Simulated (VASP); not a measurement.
Data:

```
CELL_PARAMETERS angstrom
      0.00000     1.78038     1.78038
      1.78038     0.00000     1.78038
      1.78038     1.78038     0.00000
ATOMIC_POSITIONS crystal
  C  0.50000 0.50000 0.50000
  C  0.75000 0.75000 0.75000
```

The numbers are results of LDA (Ceperley-Alder, Perdew-Zunger), VASP's LDA PAW potentials (set 64) (plane waves; VASP 6.6.1), not measurements. Settings: 520 eV cut-off, 11×11×11 Γ-centred mesh, Gaussian smearing of 0.050 eV, potentials C.

Energy and stress use the plane-wave basis of the starting cell.

Task: The ions, cell shape and volume are relaxed. What does this cell relax into?

Result: 
```
CELL_PARAMETERS angstrom
      0.00000     1.76790     1.76790
      1.76790     0.00000     1.76790
      1.76790     1.76790     0.00000
ATOMIC_POSITIONS crystal
  C  0.50000 0.50000 0.50000
  C  0.75000 0.75000 0.75000
```
Space group Fd-3m (227), at a tolerance of 0.03 Å.

Task: How do energy and volume change from the first to the last step?

Result: The energy (σ→0) changes by -3.6 meV/atom and the volume by -2.1 %, in 3 ionic steps.

The structure comes from a computed database's C entry (Fd-3m); how it stands against other phases isn't given here. This run relaxes it. Symmetry was kept, so distortions that lower it aren't found.
